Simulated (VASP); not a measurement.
Crystal: Ga3BSb2.

```
CELL_PARAMETERS angstrom
4.10000 0.00000 0.00000
-2.05000 3.55070 0.00000
0.00000 0.00000 8.08000
ATOMIC_POSITIONS crystal
Ga 0.00000 0.00000 0.70000
Ga 0.66667 0.33333 0.83000
Ga 0.00000 0.00000 0.35000
B 0.00000 0.00000 0.07000
Sb 0.33333 0.66667 0.00000
Sb 0.33333 0.66667 0.52000
```

The cell was built by a generator and needn't be a form met in nature.

```yaml
Program: VASP 6.6.1
Task: relaxation of cell and atoms
Functional: PBE
Potentials_or_basis: VASP PAW PBE potentials, release 64 (Ga_d, B, Sb)
Cutoff: 520 eV
k_mesh: 5 × 5 × 2
Occupations: gaussian, width 0.15 eV
Spin: no spin polarisation
```

At the start: pressure 9.1 GPa; volume 19.60 Å³/atom.

**Question.** Where does the relaxation end?

**Answer.** Over 22 steps the energy falls by 247.7 meV/atom and the volume is 21.74 Å³/atom (+10.9 %); space group P3m1 (No. 156, to 0.05 Å).

The path:
```
step  energy change (eV)  largest force (eV/Å)  pressure (GPa)  volume (Å³)
   1              0.0000                1.8894            9.15       117.63
   2             -0.7766                1.0363           -2.07       137.68
   3             -0.7766                1.0386           -2.25       137.74
   4             -0.9941                0.7657           -1.47       134.94
   5             -1.1370                0.3771           -0.25       131.80
   6             -1.1950                1.8304            2.89       125.36
   7             -1.2097                0.9122            1.27       128.42
   8             -1.3828                0.5166            0.41       129.22
   9             -1.4120                0.5619            0.32       129.48
  10             -1.4159                0.5826            0.29       129.58
  11             -1.4429                0.4289            0.13       130.44
  12             -1.4579                0.3358           -0.24       131.10
  13             -1.4719                0.1969           -0.78       132.44
  14             -1.4808                0.1270            2.14       130.00
  15             -1.4810                0.1441           -0.18       130.67
  16             -1.4811                0.1417            0.73       130.53
  17             -1.4811                0.1438            0.33       130.60
  18             -1.4845                0.0867            0.25       130.81
  19             -1.4849                0.0847           -0.17       130.85
  20             -1.4860                0.0479            0.79       130.34
  21             -1.4860                0.0941            0.37       130.47
  22             -1.4860                0.0427            0.36       130.43
```

Final structure:
```yaml
crystal:
  lattice:
    - [3.92185, 0.00000, 0.00000]
    - [-1.96093, 3.39642, 0.00000]
    - [0.00000, 0.00000, 9.79170]
  atoms:
    - { symbol: Ga, position: [0.00000, 0.00000, 0.66899] }
    - { symbol: Ga, position: [0.66667, 0.33333, 0.82332] }
    - { symbol: Ga, position: [0.00000, 0.00000, 0.33196] }
    - { symbol: B, position: [0.00000, 0.00000, 0.11513] }
    - { symbol: Sb, position: [0.33333, 0.66667, 0.03846] }
    - { symbol: Sb, position: [0.33333, 0.66667, 0.49214] }
```

Caveat: the k mesh is coarse (spacing up to 0.39 Å⁻¹), so the values aren't converged.
